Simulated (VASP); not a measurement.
```xyz
2
Lattice="0.0000 2.5889 2.5889 2.5889 0.0000 2.5889 2.5889 2.5889 0.0000" Properties=species:S:1:pos:R:3 pbc="T T T"
Mg     0.0000     0.0000     0.0000
S      2.5889     2.5889     2.5889
```

Computed with PBEsol GGA, VASP's PBE PAW potentials (set 64) (plane waves; VASP 6.6.1). Settings: 500 eV cut-off, 9×9×9 Γ-centred mesh, Gaussian smearing of 0.050 eV, potentials Mg S.

Energy and stress use the plane-wave basis of the starting cell.

Task: The ions, cell shape and volume at an external pressure of 5.0 GPa are relaxed. Which structure does the run end with?

Result: 
```xyz
2
Lattice="0.0000 2.5406 2.5406 2.5406 0.0000 2.5406 2.5406 2.5406 0.0000" Properties=species:S:1:pos:R:3 pbc="T T T"
Mg     0.0000     0.0000     0.0000
S      2.5406     2.5406     2.5406
```
Space group Fm-3m (225), at a tolerance of 0.03 Å.

Task: How do energy and volume change from the first to the last step?

Result: The energy (σ→0) changes by +14.1 meV/atom and the volume by -5.5 %, in 3 ionic steps.

| step | E(σ→0) (eV) | max force (eV/Å) | pressure (GPa) | volume (Å³) |
|---|---|---|---|---|
| 1 | -9.0751 | 0.000 | -0.02 | 34.70 |
| 2 | -9.0178 | 0.000 | 7.42 | 32.05 |
| 3 | -9.0468 | 0.000 | 5.00 | 32.80 |

The structure was generated: MgS was put into the rock salt type (Fm-3m), which need not be its known phase. This run relaxes it under an external pressure of 5 GPa. Symmetry was kept, so distortions that lower it aren't found.
